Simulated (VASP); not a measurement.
# Lattice vibrations of Pt, part 2 of 3

How does the lattice of Pt vibrate? The start is a cell from a database of measured crystal structures.

VASP 6.6.1; PBEsol; plane waves and PAW (Pt).

So far. Step 2 (Relax the host): The run ended after 3 ionic steps, 0.001 eV below its first step, once forces and stress met EDIFFG = -0.02. Step 3 (Tight relaxation): The run ended after 3 ionic steps, 0.000 eV below its first step, once forces and stress met EDIFFG = -0.002.

## (4) Force constants in the supercell

System of this step: Pt. The structure is cubic, space group Fm-3m (No. 225). Conventional cell: a = 3.912 Å, b = 3.912 Å, c = 3.912 Å, α = 90.00°, β = 90.00°, γ = 90.00°. Nearest to Pt lie 12 Pt at 2.77 Å.

Each independent atom is moved by 0.015 Å both ways; the forces give the force constants out to half the supercell.

Contents of INCAR:

```
SYSTEM = Pt
PREC = Accurate
ENCUT = 350
EDIFF = 1E-07
NELM = 120
ISMEAR = 1
SIGMA = 0.2
LREAL = .FALSE.
ALGO = Fast
GGA = PS
LWAVE = .FALSE.
LCHARG = .FALSE.
KPAR = 4
IBRION = 6
NSW = 1
NFREE = 2
POTIM = 0.015
ISIF = 0
ADDGRID = .TRUE.
```

Contents of POSCAR:

```
Pt
1.0
    0.0000000000      5.8685932260      5.8685932260
    5.8685932260      0.0000000000      5.8685932260
    5.8685932260      5.8685932260      0.0000000000
Pt
27
Direct
    0.0000000000      0.0000000000      0.0000000000
    0.0000000000      0.0000000000      0.3333333333
    0.0000000000      0.0000000000      0.6666666667
    0.0000000000      0.3333333333      0.0000000000
    0.0000000000      0.3333333333      0.3333333333
    0.0000000000      0.3333333333      0.6666666667
    0.0000000000      0.6666666667      0.0000000000
    0.0000000000      0.6666666667      0.3333333333
    0.0000000000      0.6666666667      0.6666666667
    0.3333333333      0.0000000000      0.0000000000
    0.3333333333      0.0000000000      0.3333333333
    0.3333333333      0.0000000000      0.6666666667
    0.3333333333      0.3333333333      0.0000000000
    0.3333333333      0.3333333333      0.3333333333
    0.3333333333      0.3333333333      0.6666666667
    0.3333333333      0.6666666667      0.0000000000
    0.3333333333      0.6666666667      0.3333333333
    0.3333333333      0.6666666667      0.6666666667
    0.6666666667      0.0000000000      0.0000000000
    0.6666666667      0.0000000000      0.3333333333
    0.6666666667      0.0000000000      0.6666666667
    0.6666666667      0.3333333333      0.0000000000
    0.6666666667      0.3333333333      0.3333333333
    0.6666666667      0.3333333333      0.6666666667
    0.6666666667      0.6666666667      0.0000000000
    0.6666666667      0.6666666667      0.3333333333
    0.6666666667      0.6666666667      0.6666666667
```

Contents of KPOINTS:

```
Automatic mesh
0
Gamma
5 5 5
0 0 0
```

The projector-augmented-wave data sets are Pt (PBE family, release 64).

Run with:

```bash
$ mpirun -np 4 vasp_std
```

Log:

```text
[banner, memory and clock lines left out]
running    4 mpi-ranks, on    1 nodes
 distrk:  each k-point on    1 cores,    4 groups
 distr:  one band on    1 cores,    1 groups

 POSCAR found type information on POSCAR Pt
 POSCAR found :  1 types and      27 ions
|                                                                             |
|               ----> ADVICE to this user running VASP <----                  |
|                                                                             |
|     You have a (more or less) 'large supercell' and for larger cells it     |
|     might be more efficient to use real-space projection operators.         |
|     Therefore, try LREAL= Auto in the INCAR file.                           |
|     Mind: For very accurate calculation, you might also keep the            |
|     reciprocal projection scheme (i.e. LREAL=.FALSE.).                      |
|                                                                             |

 [... a notice as in an earlier step ...]

 LDA part: xc-table for (Slater+PW92), standard interpolation
 POSCAR, INCAR and KPOINTS ok, starting setup
 FFT: planning ... GRIDC
 FFT: planning ... GRID_SOFT
 FFT: planning ... GRID
 WAVECAR not read
 entering main loop
       N       E                     dE             d eps       ncg     rms          rms(c)
DAV:   1     0.139760335065E+04    0.13976E+04   -0.10791E+05  3264   0.117E+03
DAV:   2    -0.129696316094E+03   -0.15273E+04   -0.14458E+04  3518   0.299E+02
DAV:   3    -0.198491488339E+03   -0.68795E+02   -0.63069E+02  3570   0.569E+01
DAV:   4    -0.200092391109E+03   -0.16009E+01   -0.15873E+01  3574   0.837E+00
DAV:   5    -0.200131638266E+03   -0.39247E-01   -0.39192E-01  3636   0.112E+00    0.707E+01
RMM:   6    -0.189149565464E+03    0.10982E+02   -0.22800E+01  3240   0.129E+01    0.362E+01
RMM:   7    -0.188129627609E+03    0.10199E+01   -0.97905E+00  3242   0.735E+00    0.101E+01
RMM:   8    -0.188034683989E+03    0.94944E-01   -0.24331E+00  3240   0.438E+00    0.664E+00
RMM:   9    -0.187960817989E+03    0.73866E-01   -0.35305E-01  3274   0.151E+00    0.452E-01
RMM:  10    -0.187965697449E+03   -0.48795E-02   -0.47407E-02  3264   0.307E-01    0.401E-01
RMM:  11    -0.187969153164E+03   -0.34557E-02   -0.13912E-02  3275   0.273E-01    0.583E-01
RMM:  12    -0.187965800399E+03    0.33528E-02   -0.16834E-02  3243   0.365E-01    0.299E-01
RMM:  13    -0.187965914591E+03   -0.11419E-03   -0.10125E-03  3252   0.680E-02    0.185E-01
RMM:  14    -0.187965910158E+03    0.44332E-05   -0.91540E-05  3323   0.204E-02    0.170E-01
RMM:  15    -0.187965912063E+03   -0.19051E-05   -0.15721E-04  3262   0.336E-02    0.137E-02
RMM:  16    -0.187965908656E+03    0.34071E-05   -0.17279E-05  3269   0.103E-02    0.798E-03
RMM:  17    -0.187965909143E+03   -0.48751E-06   -0.34196E-06  3150   0.305E-03    0.595E-03
RMM:  18    -0.187965909923E+03   -0.78002E-06   -0.66910E-07  2786   0.204E-03    0.245E-03
RMM:  19    -0.187965909804E+03    0.11938E-06   -0.15397E-07  1819   0.866E-04    0.727E-04
RMM:  20    -0.187965909720E+03    0.83372E-07   -0.35481E-08  1616   0.344E-04
   1 F= -.18796591E+03 E0= -.18796004E+03  d E =-.176058E-01
 Found     1 degrees of freedom:
 Finite differences POTIM= 0.01500 DOF=   1
 bond charge predicted
       N       E                     dE             d eps       ncg     rms          rms(c)
DAV:   1    -0.187963401808E+03    0.25080E-02   -0.12350E+00  6002   0.223E+00    0.147E-01
RMM:   2    -0.187964448147E+03   -0.10463E-02   -0.10703E-02  5832   0.304E-01    0.959E-02
RMM:   3    -0.187964579952E+03   -0.13180E-03   -0.17298E-03  5941   0.101E-01    0.685E-02
RMM:   4    -0.187964558763E+03    0.21188E-04   -0.38606E-04  5960   0.419E-02    0.647E-02
RMM:   5    -0.187964539355E+03    0.19408E-04   -0.12909E-04  5848   0.250E-02    0.459E-02
RMM:   6    -0.187964525048E+03    0.14306E-04   -0.77694E-05  5851   0.195E-02    0.100E-02
RMM:   7    -0.187964523758E+03    0.12903E-05   -0.14805E-05  5949   0.815E-03    0.813E-03
RMM:   8    -0.187964523166E+03    0.59219E-06   -0.44735E-06  6030   0.391E-03    0.434E-03
RMM:   9    -0.187964523234E+03   -0.68536E-07   -0.11907E-06  5698   0.196E-03    0.395E-03
RMM:  10    -0.187964523179E+03    0.55883E-07   -0.33951E-07  3858   0.121E-03
   2 F= -.18796452E+03 E0= -.18795865E+03  d E =-.176218E-01
 Finite differences progress:
  Degree of freedom:   1/  1
  Displacement:        1/  2
  Total:               1/  2
 bond charge predicted
       N       E                     dE             d eps       ncg     rms          rms(c)
DAV:   1    -0.187961038430E+03    0.34848E-02   -0.40981E+00  5864   0.397E+00    0.290E-01
RMM:   2    -0.187964338113E+03   -0.32997E-02   -0.34314E-02  5832   0.552E-01    0.198E-01
RMM:   3    -0.187964759804E+03   -0.42169E-03   -0.54855E-03  5853   0.184E-01    0.153E-01
RMM:   4    -0.187964601249E+03    0.15855E-03   -0.13362E-03  5930   0.801E-02    0.111E-01
RMM:   5    -0.187964562101E+03    0.39148E-04   -0.48440E-04  5875   0.477E-02    0.757E-02
RMM:   6    -0.187964525096E+03    0.37005E-04   -0.18198E-04  5856   0.300E-02    0.152E-02
RMM:   7    -0.187964525092E+03    0.45111E-08   -0.45492E-05  6101   0.130E-02    0.152E-02
RMM:   8    -0.187964523409E+03    0.16827E-05   -0.12292E-05  5938   0.708E-03    0.101E-02
RMM:   9    -0.187964523281E+03    0.12828E-06   -0.35172E-06  6015   0.351E-03    0.536E-03
RMM:  10    -0.187964523204E+03    0.76656E-07   -0.85439E-07  5419   0.183E-03
   3 F= -.18796452E+03 E0= -.18795865E+03  d E =-.176218E-01
 Finite differences progress:
  Degree of freedom:   1/  1
  Displacement:        2/  2
  Total:               2/  2
```

The job ended after 16 min (4 MPI ranks of AMD EPYC 7R43, shared host; peak memory 4.3 GiB).

(Part 2 of 3 ends here.)

[Lines on the potential files, build, host, timing and source positions are cut from VASP's logs without a mark.]

[Logs are printed without paths, hosts, clocks, repeated set-up lines and the standing remarks that a program may print on its own settings, such as how far it seeks lower states.]

[Hosts, paths, dates, database ids (printed as entryN), source tags and the programs' standing remarks are cut or masked in the printed files.]

[Runs that stopped without an error message from VASP are left out.]
